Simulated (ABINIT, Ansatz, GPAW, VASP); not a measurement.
**One structure in several programs: Ti (P6_3/mmc, 2 atoms in the cell)**

Self-consistent single point.

```
CELL_PARAMETERS angstrom
      1.47500    -2.55477     0.00000
      1.47500     2.55477     0.00000
      0.00000     0.00000     4.68000
ATOMIC_POSITIONS crystal
  Ti 0.33333 0.66667 0.25000
  Ti 0.66667 0.33333 0.75000
```

All programs got the same cell, k-point mesh and kind of occupations (in Ansatz's words: kpoints.mp_grid.grid = 13 13 7; scf.occupations.method = fermi_dirac; scf.occupations.width = 0.1 eV); potentials, basis and cutoffs are each program's usual ones.

```
code                                                                       model  pressure (GPa)   cutoff
------  ------------------------------------------------------------------------  --------------  -------
VASP                                     PBE, VASP's PBE PAW potentials (set 64)           -1.62   300 eV
GPAW                                PBE, GPAW PAW datasets PBE (gpaw-data 1.0.1)           -1.29   850 eV
Ansatz                                                    PBE, default PAW files           -1.37  default
ABINIT  PBE, norm-conserving pseudopotentials (PseudoDojo nc-sr-05 PBE standard)           -1.31    42 Ha
```

The spread over the programs that give each value: pressure within 0.33 GPa.

The starting cell has typed, rounded lattice constants, without a prior relaxation at this level. On Ansatz's run: Spin polarisation is off.

Task: Why do the programs differ, and what cannot be compared?

Result: Differences of this kind can come from the potentials, where these differ, and from what each basis and cutoff leave unconverged. The zero of total energies and Fermi levels follows the potentials and each program's conventions, so they are not compared here. Ansatz's pressure is given at a fixed set of plane waves, as the other plane-wave codes print theirs.

VASP's run is marked for a possible Pulay error in its stress at this cutoff; no cutoff test was made.

Left out of this page: Quantum ESPRESSO, CP2K, Elk, FLEUR and SIESTA (not drawn, or without a comparable value).

Ansatz is a program for electronic structure.

Keys are those of Ansatz 0.2.
